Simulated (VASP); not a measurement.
# BeZn2Se3 (I-4m2) in VASP: relaxation of cell and atoms with PBE

Aim: the relaxation of cell and atoms of BeZn2Se3 with PBE.

All numbers are computed with VASP 6.6.1; they aren't measurements. Logs are shortened: lines on timing, memory, paths and dates and some standing lists are left out, and cuts for length are marked.

**1. The crystal as given**

The structure is tetragonal, space group I-4m2 (No. 119). The conventional cell has a = 3.916 Å, b = 3.916 Å, c = 16.752 Å, α = 90.00°, β = 90.00°, γ = 90.00°. Around Be (site symmetry -4m2) lie 4 Se at 2.30 Å. Zn (site symmetry 2mm) has 4 Se at 2.46 to 2.47 Å as nearest neighbours. Around Se (site symmetry -4m2) lie 4 Zn at 2.46 Å. Around Se (site symmetry 2mm) lie 2 Be at 2.30 Å and 2 Zn at 2.47 Å.

The cell was built by a generator and needn't be a form met in nature.

**2. Relaxation of cell and atoms, PBE**

INCAR reads:

```
SYSTEM = BeZn2Se3
  PREC = Accurate
  ENCUT = 520
  EDIFF = 1E-6
  ISMEAR = 0
  SIGMA = 0.03
  LREAL = .FALSE.
  LASPH = .TRUE.
  NELM = 120
  ALGO = Normal
  ISIF = 3
  LWAVE = .FALSE.
  LCHARG = .FALSE.
  GGA = PE
  IBRION = 2
  NSW = 90
  EDIFFG = -0.01
  KPAR = 4
```

KPOINTS reads:

```
regular mesh
0
G
  10 10 10
  0 0 0
```

POSCAR reads:

```
BeZn2Se3
1.0
   -1.9580000000      1.9580000000      8.3760000000
    1.9580000000     -1.9580000000      8.3760000000
    1.9580000000      1.9580000000     -8.3760000000
Be Zn Se
1 2 3
Direct
    0.0000000000      0.0000000000      0.0000000000
    0.3385864400      0.3385864400      0.0000000000
    0.6614135600      0.6614135600      0.0000000000
    0.7500000000      0.2500000000      0.5000000000
    0.4280682900      0.9280682900      0.5000000000
    0.0719317100      0.5719317100      0.5000000000
```

Potentials or basis: VASP PAW PBE potentials, release 64 (Be, Zn, Se).

Launch:

```
$ cat potpaw_PBE.64/Be/POTCAR potpaw_PBE.64/Zn/POTCAR potpaw_PBE.64/Se/POTCAR > POTCAR
$ mpirun -np 4 vasp_std > vasp.out
```

OUTCAR:

```text
SYSTEM = BeZn2Se3
   PREC = Accurate
   ENCUT = 520
   EDIFF = 1E-6
   ISMEAR = 0
   LREAL = .FALSE.
   LASPH = .TRUE.
   NELM = 120
   ISIF = 3
   GGA = PE
   IBRION = 2
   NSW = 90
   EDIFFG = -0.01

 ion  position               nearest neighbor table
   1  0.000  0.000  0.000-   6 2.30   5 2.30   6 2.30   5 2.30
   2  0.339  0.339  0.000-   4 2.46   4 2.46   5 2.47   5 2.47
   3  0.661  0.661  0.000-   4 2.46   4 2.46   6 2.47   6 2.47
   4  0.750  0.250  0.500-   2 2.46   3 2.46   2 2.46   3 2.46
   5  0.428  0.928  0.500-   1 2.30   1 2.30   2 2.47   2 2.47
   6  0.072  0.572  0.500-   1 2.30   1 2.30   3 2.47   3 2.47

  LATTYP: Found a body centered tetragonal cell.
 ALAT       =     3.9160000000
 C/A-ratio  =     4.2778345250

  Lattice vectors:

 A1 = (  -1.9580000000,   1.9580000000,   8.3760000000)
 A2 = (   1.9580000000,  -1.9580000000,   8.3760000000)
 A3 = (   1.9580000000,   1.9580000000,  -8.3760000000)

Analysis of symmetry for initial positions (statically):
=====================================================================
 Subroutine PRICEL returns:
 Original cell was already a primitive cell.

 Routine SETGRP: Setting up the symmetry group for a
 body centered tetragonal supercell.

 Subroutine GETGRP returns: Found  8 space group operations
 (whereof  8 operations were pure point group operations)
 out of a pool of 16 trial point group operations.

The static configuration has the point symmetry D_2d.

Analysis of symmetry for dynamics (positions and initial velocities):
=====================================================================
 Subroutine PRICEL returns:
 Original cell was already a primitive cell.

 Routine SETGRP: Setting up the symmetry group for a
 body centered tetragonal supercell.

 Subroutine GETGRP returns: Found  8 space group operations
 (whereof  8 operations were pure point group operations)
 out of a pool of 16 trial point group operations.

The dynamic configuration has the point symmetry D_2d.

 Subroutine INISYM returns: Found  8 space group operations
 (whereof  8 operations are pure point group operations),
 and found     1 'primitive' translations

----------------------------------------------------------------------------------------

                                     Primitive cell

  volume of cell :     128.4464

  direct lattice vectors                    reciprocal lattice vectors
[... 105 lines left out ...]
   PSTRESS=    0.0 pullay stress
   NELECT =      44.0000    total number of electrons
   NUPDOWN=      -1.0000    fix difference up-down
   EMIN   =  10.00;   EMAX   =-10.00  energy-range for DOS
   EFERMI =   0.00;   METHOD = LEGACY
   ISMEAR =     0;   SIGMA  =   0.03  broadening in eV -4-tet -1-fermi 0-gaus
   EFERMI_NEDOS =   21; number of points for ismear=-14 and -15
   IALGO  =     38    algorithm
   IMIX   =      4    mixing-type and parameters
     AMIX     =   0.40;   BMIX     =  1.00
     AMIX_MAG =   1.60;   BMIX_MAG =  1.00
  volume/ion in A,a.u.               =      21.41       144.47
  Fermi-wavevector in a.u.,A,eV,Ry     =   1.145473  2.164631 17.852334  1.312110
  Thomas-Fermi vector in A             =   2.282162
   LORBIT       =      0    0 simple, 1 ext, 2 COOP (PROOUT), +10 PAW based schemes
   GGA     = PE    functional components
   LHFCALC =     F    Hartree Fock is set to
   AEXX    =    0.0000 exact exchange contribution
   IVDW    =     0    specifies the selected vdW correction
   LEPSILON=     F    determine dielectric tensor
   LRPA    =     F    only Hartree local field effects (RPA)
 conjugate gradient relaxation of ions
 non-spin polarized calculation
 Gauss-broadening in eV      SIGMA  =   0.03
  energy-cutoff  :      520.00
  volume of cell :      128.45
 maximum number of plane-waves:      3483
 NGX is ok and might be reduce to    70
   NGX = 33   NGY = 33   NGZ = 33

--------------------------------------- Ionic step        1  -------------------------------------------

 number of electron      43.9999999 magnetization

 Free energy of the ion-electron system (eV)
  ---------------------------------------------------
  ext. energy  EPLUGINS =         0.00000000
  ---------------------------------------------------
  free energy    TOTEN  =       -20.75575404 eV

  energy without entropy =      -20.75575404  energy(sigma->0) =      -20.75575404

------------------------ aborting loop because EDIFF is reached ----------------------------------------

  FORCE on cell =-STRESS in cart. coord.  units (eV):
  Direction    XX          YY          ZZ          XY          YZ          ZX
  --------------------------------------------------------------------------------------
  -------------------------------------------------------------------------------------
  Total       -0.0255088     -0.0255088      0.2095818      0.0000000      0.0000000     -0.0000000
  in kB       -0.3181840     -0.3181840      2.6142203      0.0000000      0.0000000     -0.0000000
  external PRESSURE =       0.6592841 kB  Pullay stress =       0.0000000 kB
[... 147 lines left out ...]
--------------------------------------- Ionic step        5  -------------------------------------------

 number of electron      43.9999996 magnetization

 Free energy of the ion-electron system (eV)
  ---------------------------------------------------
  ext. energy  EPLUGINS =         0.00000000
  ---------------------------------------------------
  free energy    TOTEN  =       -20.75632962 eV

  energy without entropy =      -20.75632962  energy(sigma->0) =      -20.75632962

 E-fermi :   2.1050     XC(G=0):  -9.2441

 val. band max:        1.9448408842   @ k =   0.0000   0.0000   0.0000
 cond. band min:       3.7599459754   @ k =   0.0000   0.0000   0.0000
 fundamental gap:      1.8151050913
 Fermi energy:         2.1050351656

 k-point     1 :       0.0000    0.0000    0.0000
  band No.  band energies     occupation
      1     -11.3854      2.00000
      2     -10.6289      2.00000
      3     -10.3791      2.00000
      4      -4.5806      2.00000
      5      -4.4899      2.00000
      6      -4.4899      2.00000
[... 685 lines left out ...]
     25       6.4875      0.00000
     26       6.6663      0.00000

 [... further k-points ...]

------------------------ aborting loop because EDIFF is reached ----------------------------------------

  FORCE on cell =-STRESS in cart. coord.  units (eV):
  Direction    XX          YY          ZZ          XY          YZ          ZX
  --------------------------------------------------------------------------------------
  -------------------------------------------------------------------------------------
  Total       -0.0240232     -0.0240232     -0.0170765      0.0000000      0.0000000     -0.0000000
  in kB       -0.2992207     -0.2992207     -0.2126960      0.0000000      0.0000000     -0.0000000
  external PRESSURE =      -0.2703791 kB  Pullay stress =       0.0000000 kB
[... 21 lines left out ...]
  FREE ENERGIE OF THE ION-ELECTRON SYSTEM (eV)
  ---------------------------------------------------
  free  energy   TOTEN  =       -20.7563296228 eV

  energy  without entropy=      -20.7563296228  energy(sigma->0) =      -20.75632962

 reached required accuracy - stopping structural energy minimisation
```

OSZICAR:

```text
N       E                     dE             d eps       ncg     rms          rms(c)
DAV:   1     0.295169072003E+03    0.29517E+03   -0.20287E+04  5304   0.179E+03
[... 37 lines left out ...]
       N       E                     dE             d eps       ncg     rms          rms(c)
DAV:   1    -0.207574940467E+02   -0.12913E-02   -0.28230E-02  6400   0.203E+00    0.258E-01
DAV:   2    -0.207565446669E+02    0.94938E-03   -0.49434E-03  6386   0.133E+00    0.112E-01
DAV:   3    -0.207563784683E+02    0.16620E-03   -0.28140E-04  6090   0.138E-01    0.555E-02
DAV:   4    -0.207563310805E+02    0.47388E-04   -0.56415E-05  5880   0.686E-02    0.155E-02
DAV:   5    -0.207563294070E+02    0.16735E-05   -0.16240E-05  6702   0.657E-02    0.443E-03
DAV:   6    -0.207563296228E+02   -0.21584E-06   -0.52771E-06  4726   0.306E-02
   5 F= -.20756330E+02 E0= -.20756330E+02  d E =-.126947E-03
```

Wall time 24 min (4 MPI ranks of Intel Xeon Platinum 8488C (Sapphire Rapids), shared host); peak memory 1 GiB.

Results:

```yaml
Free_energy: -20.7563 eV
Relaxed_volume: 21.44 Å³/atom
Relaxed_cell: a = 8.857 Å, b = 8.857 Å, c = 8.857 Å, α = 154.50°, β = 154.50°, γ = 36.38°
Space_group_after_relaxing_to_0.05_Å: I-4m2 (No. 119)
Energy_gained_by_relaxing: 0.1 meV/atom
Ionic_steps: 5
Pressure_after_relaxing: 0.0 GPa
Band_gap_on_the_k_mesh: 1.82 eV, direct
```

Forces on the atoms (eV/Å):
```
Be   0.000  0.000  0.000
Zn   0.000  0.000  0.001
Zn   0.000  0.000 -0.001
Se   0.000  0.000  0.000
Se   0.000  0.000 -0.003
Se   0.000  0.000  0.003
```

Step by step:
```csv
step,energy change (eV),largest force (eV/Å),pressure (GPa),volume (Å³)
1,0.0000,0.0140,0.07,128.45
2,-0.0003,0.0067,0.02,128.61
3,-0.0004,0.0059,-0.11,128.88
4,-0.0004,0.0050,-0.09,128.83
5,-0.0006,0.0027,-0.03,128.63
```

Final structure:
```
Be Zn Se
1.0
    -1.95494    1.95494    8.41442
     1.95494   -1.95494    8.41442
     1.95494    1.95494   -8.41442
Be Zn Se
1 2 3
Direct
  0.00000 0.00000 0.00000
  0.33866 0.33866 0.00000
  0.66134 0.66134 0.00000
  0.75000 0.25000 0.50000
  0.42817 0.92817 0.50000
  0.07183 0.57183 0.50000
```
